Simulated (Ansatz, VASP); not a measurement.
# Ge (Germanium) in two plane-wave programs

One calculation is typed for both programs; each brings its own data sets. How far apart do they land? The cell is taken from a series of runs on this material, whose earlier steps may have relaxed, scaled, displaced or heated it; both programs get it as it stands.

Main program and level: Ansatz 0.2.0; plane waves, with VASP 6.6.1 beside it; LDA.

### 1. Starting point

It takes space group I4_1/amd (No. 141, tetragonal). The conventional cell has a = 3.935 Å, b = 3.935 Å, c = 5.846 Å, α = 90.00°, β = 90.00°, γ = 90.00°. Nearest to Ge lie 4 Ge at 2.45 Å.

As a file:

```cif
data_structure
_symmetry_space_group_name_H-M 'P 1'
_symmetry_Int_Tables_number 1
_cell_length_a 4.0359
_cell_length_b 4.0359
_cell_length_c 3.9355
_cell_angle_alpha 60.820
_cell_angle_beta 60.820
_cell_angle_gamma 58.360
_cell_volume 45.27
loop_
_atom_site_label
_atom_site_type_symbol
_atom_site_fract_x
_atom_site_fract_y
_atom_site_fract_z
_atom_site_occupancy
Ge1 Ge 0.50000 0.50000 0.50000 1
Ge2 Ge 0.75000 0.75000 0.75000 1
```

### 2. VASP: zone-centre phonons, LDA

Second derivatives magnify differences that forces hide, and they need a tight electronic threshold.

Lines of VASP's logs that name or quote its potential files are left out, and so is its time.

Input file INCAR:

```
SYSTEM = Ge
PREC = Accurate
ENCUT = 500
EDIFF = 1E-08
NELM = 120
ISMEAR = 1
SIGMA = 0.2
LREAL = .FALSE.
ALGO = Normal
GGA = PW92
NBANDS = 20
LORBIT = 11
LWAVE = .FALSE.
LCHARG = .FALSE.
ISIF = 2
IBRION = 8
LASPH = .TRUE.
GGA_COMPAT = .FALSE.
KPAR = 2
```

Input file POSCAR:

```
Ge
1.0
    0.0000000000      2.7828048983      2.9231397453
    2.7828048983      0.0000000000      2.9231397453
    2.7828048983      2.7828048983      0.0000000000
Ge
2
Direct
    0.5000000000      0.5000000000      0.5000000000
    0.7500000000      0.7500000000      0.7500000000
```

Input file KPOINTS:

```
Automatic mesh
0
Gamma
16 16 16
0 0 0
```

PAW data sets: Ge_d (LDA family, release 64).

Started as:

```bash
> mpirun -np 2 vasp_std
```

Numbers of over 12 decimals in the logs are rounded to 6 here.

The program printed:

```text
[banner, memory and clock lines left out]
running    2 mpi-ranks, on    1 nodes
 distrk:  each k-point on    1 cores,    2 groups
 distr:  one band on    1 cores,    1 groups

 POSCAR found type information on POSCAR Ge
 POSCAR found :  1 types and       2 ions
|                                                                             |
|               ----> ADVICE to this user running VASP <----                  |
|                                                                             |
|     You enforced a specific xc type in the INCAR file but a different       |
|     [... a line on the potential file left out ...]
|     I HOPE YOU KNOW WHAT YOU ARE DOING!                                     |
|                                                                             |

 LDA part: xc-table for (Slater(with rela. corr.)+PW92), standard interpolation
 POSCAR, INCAR and KPOINTS ok, starting setup
 FFT: planning ... GRIDC
 FFT: planning ... GRID_SOFT
 FFT: planning ... GRID
 WAVECAR not read
 entering main loop
       N       E                     dE             d eps       ncg     rms          rms(c)
DAV:   1     0.183423234805E+03    0.18342E+03   -0.14766E+04 14948   0.370E+03
DAV:   2     0.150437363921E+02   -0.16838E+03   -0.16383E+03 13996   0.581E+02
DAV:   3    -0.973470202296E+01   -0.24778E+02   -0.24606E+02 15688   0.144E+02
DAV:   4    -0.105260472490E+02   -0.79135E+00   -0.79070E+00 15812   0.301E+01
DAV:   5    -0.105389850262E+02   -0.12938E-01   -0.12937E-01 15660   0.419E+00    0.327E+00
DAV:   6    -0.104232717423E+02    0.11571E+00   -0.37856E-02 15508   0.170E+00    0.187E+00
DAV:   7    -0.103650652190E+02    0.58207E-01   -0.76001E-02 14572   0.208E+00    0.137E-01
DAV:   8    -0.103657369311E+02   -0.67171E-03   -0.55318E-03 15868   0.884E-01    0.469E-02
DAV:   9    -0.103657768245E+02   -0.39893E-04   -0.86611E-05 16060   0.985E-02    0.128E-02
DAV:  10    -0.103657734411E+02    0.33834E-05   -0.96515E-06 18952   0.464E-02    0.421E-03
DAV:  11    -0.103657733442E+02    0.96840E-07   -0.94807E-07 14900   0.817E-03    0.181E-03
DAV:  12    -0.103657733477E+02   -0.35025E-08   -0.63581E-08 16656   0.326E-03
   1 F= -.10365773E+02 E0= -.10365795E+02  d E =0.647109E-04
 Linear response reoptimize wavefunctions to high precision
DAV:   1    -0.103657733474E+02    0.32378E-09   -0.45775E-09 13540   0.675E-04
DAV:   2    -0.103657733474E+02   -0.30923E-10   -0.29018E-10  8892   0.190E-04
 Linear response DOF=           2
 Linear response progress:
  Degree of freedom:   1/  2
       N       E                     dE             d eps       ncg     rms          rms(c)
RMM:   1    -0.188060959190E+00   -0.18806E+00    0.85694E+00 53802   0.450E+01
RMM:   2    -0.195534562452E+00   -0.74736E-02   -0.13245E-02 71087   0.109E+00    0.723E-02
RMM:   3    -0.195585040301E+00   -0.50478E-04   -0.93376E-04 75388   0.317E-01    0.416E-02
RMM:   4    -0.195524047722E+00    0.60993E-04   -0.63610E-05 80408   0.818E-02    0.479E-03
RMM:   5    -0.195530333746E+00   -0.62860E-05   -0.47515E-06 77727   0.190E-02    0.231E-03
RMM:   6    -0.195540776811E+00   -0.10443E-04   -0.39358E-07 78883   0.522E-03    0.326E-04
RMM:   7    -0.195540158107E+00    0.61870E-06   -0.26974E-07 81132   0.172E-03    0.205E-04
RMM:   8    -0.195539771656E+00    0.38645E-06   -0.76086E-08 82345   0.598E-04    0.406E-05
RMM:   9    -0.195539607871E+00    0.16378E-06   -0.36293E-08 81788   0.268E-04    0.160E-05
RMM:  10    -0.195539704142E+00   -0.96271E-07   -0.36921E-08 82406   0.126E-04    0.524E-06
RMM:  11    -0.195539716567E+00   -0.12424E-07   -0.32763E-08 83897   0.704E-05    0.255E-06
RMM:  12    -0.195539733958E+00   -0.17392E-07   -0.20522E-08 89713   0.460E-05    0.157E-06
RMM:  13    -0.195539749099E+00   -0.15141E-07   -0.31240E-09 90334   0.351E-05    0.197E-07
RMM:  14    -0.195539747967E+00    0.11323E-08   -0.42847E-09 79365   0.295E-05    0.162E-07
 first order change of Fermi-energy   0.13253E-04
 force on displaced ion       1 direction 1 : -10.858   0.000  -0.000
 Linear response progress:
  Degree of freedom:   2/  2
       N       E                     dE             d eps       ncg     rms          rms(c)
RMM:   1    -0.188597248215E+00   -0.18860E+00    0.82428E+00 30397   0.442E+01
RMM:   2    -0.196039866255E+00   -0.74426E-02   -0.13159E-02 40200   0.108E+00    0.770E-02
RMM:   3    -0.196104755615E+00   -0.64889E-04   -0.95171E-04 42719   0.319E-01    0.441E-02
RMM:   4    -0.196072694083E+00    0.32062E-04   -0.57026E-05 45568   0.811E-02    0.441E-03
RMM:   5    -0.196077813824E+00   -0.51197E-05   -0.41902E-06 44201   0.191E-02    0.227E-03
RMM:   6    -0.196086077719E+00   -0.82639E-05   -0.74106E-08 44361   0.508E-03    0.287E-04
RMM:   7    -0.196085451124E+00    0.62660E-06    0.17905E-07 45912   0.174E-03    0.172E-04
RMM:   8    -0.196084847260E+00    0.60386E-06    0.13078E-07 46021   0.629E-04    0.397E-05
RMM:   9    -0.196084772657E+00    0.74603E-07    0.73236E-08 46500   0.274E-04    0.166E-05
RMM:  10    -0.196084925325E+00   -0.15267E-06    0.27151E-08 46343   0.131E-04    0.508E-06
RMM:  11    -0.196084949242E+00   -0.23917E-07    0.13159E-08 47967   0.725E-05    0.253E-06
RMM:  12    -0.196084970026E+00   -0.20784E-07    0.93884E-09 49665   0.468E-05    0.898E-07
RMM:  13    -0.196084975785E+00   -0.57598E-08    0.75198E-09 47651   0.349E-05    0.332E-07
 first order change of Fermi-energy   0.29767E-03
 force on displaced ion       1 direction 3 :   0.000   0.000 -10.507
 Linear response finished
```

Parts of OUTCAR (step 2):

```text
ion  position               nearest neighbor table
   1  0.500  0.500  0.500-   2 2.45   2 2.45   2 2.45   2 2.45
   2  0.750  0.750  0.750-   1 2.45   1 2.45   1 2.45   1 2.45

  LATTYP: Found a body centered tetragonal cell.
 ALAT       =     3.9354804286
 C/A-ratio  =     1.4855313339

 Subroutine GETGRP returns: Found 16 space group operations
 (whereof  8 operations were pure point group operations)

The static configuration has the point symmetry D_2d.
 The point group associated with its full space group is D_4h.

 Found    349 irreducible k-points:

   k-points           NKPTS =    349   k-points in BZ     NKDIM =    349   number of bands    NBANDS=     20

   dimension x,y,z NGX =    30 NGY =   30 NGZ =   30
   dimension x,y,z NGXF=    60 NGYF=   60 NGZF=   60

   ENCUT  =  500.0 eV  36.75 Ry    6.06 a.u.   7.36  7.36  7.18*2*pi/ulx,y,z

   NELECT =      28.0000    total number of electrons

 k-points in reciprocal lattice and weights: Automatic mesh
   0.00000000  0.00000000  0.00000000       0.000
   0.06250000  0.00000000  0.00000000       0.002
   0.12500000  0.00000000  0.00000000       0.002
   0.18750000 -0.00000000  0.00000000       0.002
   0.25000000  0.00000000  0.00000000       0.002
   0.31250000  0.00000000  0.00000000       0.002
   0.37500000 -0.00000000  0.00000000       0.002
   0.43750000 -0.00000000  0.00000000       0.002
   0.50000000  0.00000000  0.00000000       0.001
[...]
-0.31250000  0.18750000  0.50000000       0.001
  -0.25000000  0.25000000  0.50000000       0.000

 average (electrostatic) potential at core
       1 -75.4183       2 -75.4183

  Total        0.0056053      0.0056053     -1.0945002      0.0000000      0.0000000      0.0000000
  in kB        0.1983641      0.1983641    -38.7330184      0.0000000      0.0000000      0.0000000
  external PRESSURE =     -12.7787634 kB  Pullay stress =       0.0000000 kB

  energy-cutoff  :      500.00
  volume of cell :       45.27
      direct lattice vectors                 reciprocal lattice vectors
     0.000000000  2.782804898  2.923139745    -0.179674831  0.179674831  0.171048955
     2.782804898  0.000000000  2.923139745     0.179674831 -0.179674831  0.171048955
     2.782804898  2.782804898  0.000000000     0.179674831  0.179674831 -0.171048955

 POSITION                                       TOTAL-FORCE (eV/Angst)
 -----------------------------------------------------------------------------------
      2.78280      2.78280      2.92314         0.000000      0.000000     -0.000000
      4.17421      4.17421      4.38471         0.000000      0.000000      0.000000
 -----------------------------------------------------------------------------------
    total drift:                                0.000000     -0.000000     -0.000000

 Eigenvectors and eigenvalues of the dynamical matrix
 ----------------------------------------------------

   1 f  =    8.549420 THz    53.717592 2PiTHz  285.177967 cm-1    35.357546 meV
             X         Y         Z           dx          dy          dz
      2.782805  2.782805  2.923140     0.000000   -0.707107    0.000000
      4.174207  4.174207  4.384710     0.000000    0.707107    0.000000

   2 f  =    8.549420 THz    53.717592 2PiTHz  285.177967 cm-1    35.357546 meV
             X         Y         Z           dx          dy          dz
      2.782805  2.782805  2.923140    -0.707107    0.000000    0.000000
      4.174207  4.174207  4.384710     0.707107    0.000000    0.000000

   3 f  =    8.410307 THz    52.843516 2PiTHz  280.537637 cm-1    34.782218 meV
             X         Y         Z           dx          dy          dz
      2.782805  2.782805  2.923140     0.000000    0.000000   -0.707107
      4.174207  4.174207  4.384710     0.000000    0.000000    0.707107

   4 f  =    0.000000 THz     0.000000 2PiTHz    0.000000 cm-1     0.000000 meV
             X         Y         Z           dx          dy          dz
      2.782805  2.782805  2.923140     0.707107    0.000000    0.000000
      4.174207  4.174207  4.384710     0.707107    0.000000    0.000000

   5 f  =    0.000000 THz     0.000000 2PiTHz    0.000000 cm-1     0.000000 meV
             X         Y         Z           dx          dy          dz
      2.782805  2.782805  2.923140     0.000000    0.707107    0.000000
      4.174207  4.174207  4.384710     0.000000    0.707107    0.000000

   6 f  =    0.000000 THz     0.000000 2PiTHz    0.000000 cm-1     0.000000 meV
             X         Y         Z           dx          dy          dz
      2.782805  2.782805  2.923140     0.000000    0.000000    0.707107
      4.174207  4.174207  4.384710     0.000000    0.000000    0.707107

 ELASTIC MODULI CONTR FROM IONIC RELAXATION (kBar)
 Direction    XX          YY          ZZ          XY          YZ          ZX
 --------------------------------------------------------------------------------
 XX           0.0000      0.0000      0.0000      0.0000      0.0000      0.0000
 YY           0.0000      0.0000      0.0000      0.0000      0.0000      0.0000
 ZZ           0.0000      0.0000      0.0000      0.0000      0.0000      0.0000
 XY           0.0000      0.0000      0.0000   -199.7537      0.0000      0.0000
 YZ           0.0000      0.0000      0.0000      0.0000   -206.8857      0.0000
 ZX           0.0000      0.0000      0.0000      0.0000      0.0000   -179.9340
 --------------------------------------------------------------------------------
```

### 3. Ansatz: zone-centre phonons, LDA

Ansatz runs on its PAW soft_1 files.

The same cell, functional (in two slightly different forms), mesh and smearing now go to Ansatz, which takes its cutoff from its data sets.

Input file input.yaml:

```yaml
crystal:
  lattice:
    - [0.0, 2.7828048983, 2.9231397453]
    - [2.7828048983, 0.0, 2.9231397453]
    - [2.7828048983, 2.7828048983, 0.0]
  atoms:
    - { symbol: Ge, position: [0.5, 0.5, 0.5] }
    - { symbol: Ge, position: [0.75, 0.75, 0.75] }
kpoints:
  mp_grid: { grid: [16, 16, 16] }
hamiltonian:
  xc: lda
  pseudopotentials: { kind: paw, azcp: { folder: soft_1 }, xc_functional: pbe }
scf:
  occupations: { method: methfessel_paxton, width: 0.2 }
output:
  eigenvalues: true
phonons:
  method: dfpt
```

Started as:

```bash
> ansatz run input.yaml --threads 4 --pin off --max-ram 10240MiB --backend cpu --events-out ev --progress --plain --runs-dir out
```

The program printed:

```text
zone centre: on kpoints.mp_grid the ground state, and the responses unless they are solved on pairs of k-points, stand on 621 of the mesh's 4096 k-points, reduced under 4 symmetry operations, with k and −k counted as one. Each operation leaves every solved displacement unchanged or reverses it
Engine: ansatz 0.2.0, aarch64-unknown-linux-gnu
Pseudopotentials: kind: paw
Pseudopotential: Ge, paw, valence charge 14, recommended cutoff 420 eV (normal), soft_1/Ge.paw.azcp
Functional definition: SPW92
  exchange = slater_x
  correlation = pw_c
Crystal: 2 atoms, lattice volume = 45.274 Å³
Basis set: ecut = 420 eV, 901 PW (Γ), exchange–correlation on 64×64×64 points (8 copies of the dense FFT grid, shifted against one another)
Bands: 18, of which v1, the nominal top of the filled ones, is band 14 counted from 1 (13 counted from 0)
Symmetry: 16 space group operations
k-points: 621 of 4096 (irreducible under 4 space group operations, time reversal used)
Non-local potential: Ge, projectors of the file, l = 0: 2, l = 1: 2, l = 2: 3, l = 3: 1
PAW form: soft (Blöchl's): semilocal exchange-correlation on the pseudo side does not see the compensation charge
PAW frozen core: Ge, regenerated for the run's functional, and the local potential with it (the file was generated under x = pbe(κ = 0.804, μ = 0.219515), c = pbe(β = 0.066725))
PAW one-centre angular grid: Ge, 590 points (default); XC on 64 Gauss nodes
Initial density: superposition of atomic densities (chi_scale 0.1, normalization cell)
Initial wavefunctions: pseudopotential atomic-orbital guess
Functional: x = slater, c = lda
SCF iter   1: F=—  HF=-8431.565050 eV  |F-HF|=—  |Δ(HF+E_count)|=         —  Δρ=3.44e-2  dr2=4.92e-1  ethr=3.10e-3  ⟨swp⟩=5.1  Hψ=50573  notcnv=0
preconditioner: auto → Kerker (q_TF=auto, 2.518 Å⁻¹)  [metal: Δε(μ)=0.073 eV  Ē_g=23.394 eV  σ=0.200 eV  W_gap=0.30  n_scr=14 (ndim 8)  ℏωp=29.2 eV  f_vac=0.000  D(μ)=0.05/eV (n_scr^D=0)]
SCF iter   2: F=—  HF=-8431.504440 eV  |F-HF|=—  |Δ(HF+E_count)|=   6.06e-2  S|Δr|=    0.00e0  Δρ=2.25e-2  dr2=2.45e-1  ethr=1.76e-3  ⟨swp⟩=1.0  Hψ=16146  notcnv=0
SCF iter   3: F=—  HF=-8431.435137 eV  |F-HF|=—  |Δ(HF+E_count)|=   6.93e-2  S|Δr|=    0.00e0  Δρ=3.80e-3  dr2=1.13e-2  ethr=8.77e-4  ⟨swp⟩=2.0  Hψ=15877  notcnv=0
SCF iter   4: F=—  HF=-8431.433930 eV  |F-HF|=—  |Δ(HF+E_count)|=   1.21e-3  S|Δr|=    0.00e0  Δρ=2.29e-3  dr2=3.39e-3  ethr=4.04e-5  ⟨swp⟩=2.0  Hψ=17481  notcnv=0
SCF iter   5: F=—  HF=-8431.433603 eV  |F-HF|=—  |Δ(HF+E_count)|=   3.27e-4  S|Δr|=    0.00e0  Δρ=6.64e-4  dr2=1.26e-4  ethr=1.21e-5  ⟨swp⟩=2.0  Hψ=19873  notcnv=0
SCF iter   6: F=—  HF=-8431.433568 eV  |F-HF|=—  |Δ(HF+E_count)|=   3.51e-5  S|Δr|=    0.00e0  Δρ=1.15e-4  dr2=3.67e-6  ethr=4.48e-7  ⟨swp⟩=2.0  Hψ=19508  notcnv=0
SCF iter   7: F=—  HF=-8431.433574 eV  |F-HF|=—  |Δ(HF+E_count)|=   6.01e-6  S|Δr|=    0.00e0  Δρ=2.96e-5  dr2=2.69e-7  ethr=1.31e-8  ⟨swp⟩=2.0  Hψ=19734  notcnv=0
SCF iter   8: F=—  HF=-8431.433574 eV  |F-HF|=—  |Δ(HF+E_count)|=   6.21e-8  S|Δr|=    0.00e0  Δρ=5.42e-6  dr2=1.04e-8  ethr=9.62e-10  ⟨swp⟩=2.0  Hψ=19624  notcnv=0
SCF iter   9: F=—  HF=-8431.433574 eV  |F-HF|=—  |Δ(HF+E_count)|=   1.64e-8  S|Δr|=    0.00e0  Δρ=9.18e-7  dr2=3.15e-10  ethr=3.72e-11  ⟨swp⟩=3.0  Hψ=20081  notcnv=0
SCF iter  10: F=-8431.433574 eV  HF=-8431.433574 eV  |F-HF|=3.64e-12  |Δ(HF+E_count)|=  5.49e-10  S|Δr|=    0.00e0  Δρ=9.75e-8  dr2=2.97e-12  ethr=1.00e-12  ⟨swp⟩=4.1  Hψ=53205  notcnv=0
SCF 1 converged in 10 iterations: F = -8431.433574 eV  dr2 = 2.97e-12
  greatest PAW one-centre occupation: 0.998 electrons in one spin orbital (limit 2), on the Ge atom at site 1 (counted from 0), in its partial waves of l = 2
DFPT response loops at Γ: preconditioner auto → Kerker (q_TF=auto, 2.518 Å⁻¹) (partly filled bands, converged f_vac=0.059); β = 1.00, the filter's whole step (`scf.mixing.beta` (0.50) is not read by the response loops under this deck's `scf.mixing.preconditioner`; to damp them name `kerker` or `kerker_dos`, under which they read `scf.mixing.beta`, and type it under 1.00, their step now; both keys bind the ground state too); Broyden in place of MSR1
SCF converged after 10 iterations
Stability not checked: this state was not tested for a lower state beside it, because cold or Methfessel-Paxton smearing, or corrected tetrahedra, fill the levels in a way that the test cannot read (fill_not_monotonic; see scf.lower_state_search)
Free energy (F): -8431.433574 eV
Harris-Foulkes:  -8431.433574 eV  (|F-HF|=3.64e-12)
Internal energy: -8431.433632 eV  (E = F + TS)
E sigma→0 (E₀):  -8431.433589 eV
Entropy (-TS):   0.000058 eV (0.029 meV/atom)
Fermi energy:    8.261021 eV
--- Per-component energies (eV) ---
  E_band       = -311.206048
  E_kinetic    = 186.594597
  E_local      = -4509.321265  (includes V_loc(G=0)·N_el)
  E_nonlocal   = 441.747626
  E_hartree    = 2145.694792
  E_xc         = -142.933274
  E_vxc        = -131.382447  (∫ρ·V_xc dr)
  E_paw        = -3868.819392  (= ΣΔE_a)
  E_vpaw       = -590.234180  (= ΣTr[D̂ρ^β])
  E_aug_tail   = 0.000028  (compensation charges beyond the density's cutoff)
  E_ewald      = -2688.213397
  E_core_change = 3.816653  (= ΣΔE_core)
  E_smearing   = 0.000058  (= −TS)
  E_closure    = -0.000000  (closes the sum)
  Σ components = -8431.433574   (vs F -8431.433574, Δ=0.00e0)
--- Band table (eV; the first three rows and the last of 621) ---
  k-point 0: bands = [... 10 lower, -4.5798, 7.9639, 8.0215, 8.3640, 8.3640, 10.6918, 10.6918, 10.9276]
  k-point 1: bands = [... 10 lower, -4.5320, 6.9845, 7.9994, 8.2689, 8.9414, 10.8258, 10.8271, 11.1068]
  k-point 2: bands = [... 10 lower, -4.3897, 5.7891, 7.7531, 8.0431, 9.1354, 11.1541, 11.2000, 11.7147]
  k-point 620: bands = [... 10 lower, -0.8635, -0.8635, 5.3957, 5.3957, 9.1629, 9.1629, 17.5833, 17.5833]
--- Phonons (Γ-DFPT): 2 representative perturbations + reference, on 621 of 4096 k-points (Σ response iterations 6) ---
  k mesh reduced under 4 symmetry operations, with k and −k counted as one. Each operation leaves every solved displacement unchanged or reverses it
  ASR residual: 2.157e-5 → 0.000e0 eV/Å²; symmetrization residual: 1.196e-12 eV/Å²
  ASR residual per site (eV/Å²): 2.16e-5 2.16e-5
  Γ frequencies (cm⁻¹): 0.00 0.00 0.00 278.31 282.77 282.77
  non-analytic LO–TO correction: not included (Born effective charges unavailable; polar crystals: no LO–TO splitting at Γ)
```

### 4. Comparison

Known differences besides the potentials themselves: the cutoff is 420 eV in Ansatz and 500 eV in VASP; VASP's log shows a relativistic correction to its local exchange, Ansatz's none. Total energies have different zeros and are not compared.

Both answers:

```csv
quantity,Ansatz,VASP,difference
optical mode 1 (cm⁻¹),278.3,280.5,-0.79 %
optical mode 2 to 3 (cm⁻¹),282.8,285.2,-0.84 %
```

Modes are paired by rising frequency, not by their patterns, so a pair may set unlike modes beside each other; they are those without the splitting of longitudinal modes.

### 5. What came out

```
r.m.s. difference of the optical zone-centre modes, each program's sorted by frequency (zone-centre phonons, LDA) : 2.3 cm⁻¹
difference in optical mode 2 to 3 (zone-centre phonons, LDA)                                                      : -0.8 %
```

**Reading.** The r.m.s. difference of the optical zone-centre modes, each program's sorted by frequency is 2.3 cm⁻¹ (zone-centre phonons, LDA). Among the rows given in per cent, the largest difference of the zone-centre phonons, LDA pair is in optical mode 2 to 3, -0.8 %. Such differences can come from data sets, numerical settings and the points named under the comparisons, not from the functional's error against experiment.

[Lines on the potential files, build, host, timing and source positions are cut from VASP's logs without a mark.]

[Logs are printed without paths, hosts, clocks, repeated set-up lines and the standing remarks that a program may print on its own settings, such as how far it seeks lower states.]

[Hosts, paths, dates, database ids (printed as entryN), source tags and the programs' standing remarks are cut or masked in the printed files.]
